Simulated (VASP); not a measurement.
An input for Quantum ESPRESSO's pw.x (written as the equivalent of a VASP run, and not itself run):

```
&CONTROL
  calculation = 'vc-relax'
  pseudo_dir = './pseudo'
  outdir = './out'
  tprnfor = .true.
  tstress = .true.
  nstep = 60
  forc_conv_thr = 0.00039
/
&SYSTEM
  ibrav = 0
  nat = 2
  ntyp = 2
  ecutwfc = 80
  occupations = 'smearing'
  smearing = 'methfessel-paxton'
  degauss = 0.00735
  input_dft = 'vdw-df-ob86'
/
&ELECTRONS
  conv_thr = 7.3e-08
  electron_maxstep = 100
/
&IONS
/
&CELL
/
ATOMIC_SPECIES
  In 114.818 In.upf
  Sb 121.760 Sb.upf
CELL_PARAMETERS angstrom
     0.0000000    3.2893209    3.2893209
     3.2893209   -0.0000000    3.2893209
     3.2893209    3.2893209    0.0000000
ATOMIC_POSITIONS crystal
  In   0.0000000  0.0000000  0.0000000
  Sb   0.2500000  0.2500000  0.2500000
K_POINTS automatic
  9 9 9 0 0 0
```

Task: Translate this input to VASP (INCAR, KPOINTS, POSCAR, choice of POTCAR).

Result: One answer among several that fit: 
**INCAR**
```
SYSTEM = InSb
PREC = Accurate; ENCUT = 520; LREAL = .False.
LASPH = .True.
EDIFF = 1E-6; NELM = 100; ALGO = Normal
LMAXMIX = 4
ISMEAR = 1; SIGMA = 0.1
GGA = MK; LUSE_VDW = .True.; AGGAC = 0.0
PARAM1 = 0.1234; PARAM2 = 1.0
IBRION = 2; NSW = 60; ISIF = 3
EDIFFG = -0.01
LWAVE = .False.; LCHARG = .False.
```

POSCAR:
```
InSb
1.0
  0.0000000000   3.2893209315   3.2893209315
  3.2893209315   0.0000000000   3.2893209315
  3.2893209315   3.2893209315   0.0000000000
In Sb
1 1
Direct
  0.0000000000   0.0000000000   0.0000000000
  0.2500000000   0.2500000000   0.2500000000
```

File KPOINTS:
```
Automatic mesh
0
gamma
  9 9 9
```

POTCAR, in this order: In_d Sb (PBE.64 set). Program: vasp_std.

Limits of the translation: the potentials are each code's own (VASP's PAW set, PseudoDojo norm-conserving files in pw.x), so ENCUT and ecutwfc are chosen apart and not converted; conv_thr bounds pw.x's estimated SCF error, while EDIFF bounds the energy change between steps; forc_conv_thr acts on force components and is met together with etot_conv_thr.

The compound is InSb in the zinc blende structure. This run relaxes it. Symmetry was kept, so distortions that lower it aren't found. The start is the result of an earlier pass.
